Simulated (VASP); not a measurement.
These are PBE GGA, VASP's PBE PAW potentials (set 64) (plane waves; VASP 6.6.1) values and carry that method's errors.

VASP ran on this input.

File KPOINTS:
```
Automatic mesh
0
Gamma
11 11 11
0 0 0
```

POSCAR:
```
FeAl
1.0
  2.9682000000   0.0000000000   0.0000000000
  0.0000000000   2.9682000000   0.0000000000
  0.0000000000   0.0000000000   2.9682000000
Al Fe
1 1
Direct
  0.5000000000   0.5000000000   0.5000000000
  0.0000000000   0.0000000000   0.0000000000
```

### INCAR
```
! general
SYSTEM  = FeAl
PREC    = Accurate
ENCUT   = 300
LREAL   = .FALSE.
LASPH   = .TRUE.

! electronic loop
EDIFF   = 1E-6
NELM    = 100
ALGO    = Normal
LMAXMIX = 4

! smearing
ISMEAR  = 1
SIGMA   = 0.1

! functional
GGA     = PE

! ions
ISIF    = 2

! output
LWAVE   = .FALSE.
LCHARG  = .FALSE.
```

POTCAR, in this order: Al Fe (PBE.64 set). Program: vasp_std.

The resulting files:

File OSZICAR:
```
       N       E                     dE             d eps       ncg     rms          rms(c)
DAV:   1     0.220000802856E+02    0.22000E+02   -0.35362E+03  1032   0.752E+02
DAV:   2    -0.135388398166E+02   -0.35539E+02   -0.34259E+02  1010   0.154E+02
DAV:   3    -0.144051753263E+02   -0.86634E+00   -0.84937E+00  1202   0.292E+01
DAV:   4    -0.144199691236E+02   -0.14794E-01   -0.14746E-01  1260   0.368E+00
DAV:   5    -0.144202719465E+02   -0.30282E-03   -0.30278E-03  1213   0.431E-01    0.130E+01
DAV:   6    -0.174013824467E+02   -0.29811E+01   -0.85858E+01  1145   0.129E+02    0.212E+01
DAV:   7    -0.125137305921E+02    0.48877E+01   -0.44318E+01  1094   0.809E+01    0.245E+00
DAV:   8    -0.124961463541E+02    0.17584E-01   -0.22815E-01  1049   0.492E+00    0.149E+00
DAV:   9    -0.124831512306E+02    0.12995E-01   -0.46087E-02  1185   0.315E+00    0.391E-01
DAV:  10    -0.124826842996E+02    0.46693E-03   -0.95940E-04  1196   0.327E-01    0.138E-01
DAV:  11    -0.124826752508E+02    0.90488E-05   -0.22353E-05  1220   0.505E-02    0.214E-02
DAV:  12    -0.124826739813E+02    0.12695E-05   -0.37149E-06  1123   0.184E-02    0.443E-03
DAV:  13    -0.124826737071E+02    0.27420E-06   -0.35991E-07   525   0.586E-03
   1 F= -.12482674E+02 E0= -.12482648E+02  d E =-.778289E-04
```

File OUTCAR:
```
------------------------ aborting loop because EDIFF is reached ----------------------------------------
  FORCE on cell =-STRESS in cart. coord.  units (eV):
  Direction    XX          YY          ZZ          XY          YZ          ZX
  --------------------------------------------------------------------------------------
  Total       -2.4276283     -2.4276283     -2.4276283     -0.0000000     -0.0000000      0.0000000
  in kB     -148.7350412   -148.7350412   -148.7350412     -0.0000000     -0.0000000      0.0000000
  external PRESSURE =    -148.7350412 kB  Pullay stress =       0.0000000 kB
  volume of cell :       26.15
      direct lattice vectors                 reciprocal lattice vectors
     2.968200000  0.000000000  0.000000000     0.336904521  0.000000000  0.000000000
     0.000000000  2.968200000  0.000000000     0.000000000  0.336904521  0.000000000
     0.000000000  0.000000000  2.968200000     0.000000000  0.000000000  0.336904521
 POSITION                                       TOTAL-FORCE (eV/Angst)
 -----------------------------------------------------------------------------------
      1.48410      1.48410      1.48410         0.000000      0.000000      0.000000
      0.00000      0.00000      0.00000         0.000000      0.000000      0.000000
 -----------------------------------------------------------------------------------
    total drift:                                0.000000      0.000000     -0.000000
  FREE ENERGIE OF THE ION-ELECTRON SYSTEM (eV)
  ---------------------------------------------------
  free  energy   TOTEN  =       -12.4826737071 eV

  energy  without entropy=      -12.4825958782  energy(sigma->0) =      -12.48264776
```
(Selected blocks of OUTCAR.)

At this cut-off the stress carries a Pulay error, which pulls relaxed volumes low.

The compound is FeAl in the CsCl type structure. The cell was not relaxed at this level. The run is one of a series of settings (ENCUT = 300 against the base run), some of them coarse on purpose. The run is not spin-polarised, so no magnetic state was tried. The electron count is odd and the run is not spin-polarised, which forces a metal.
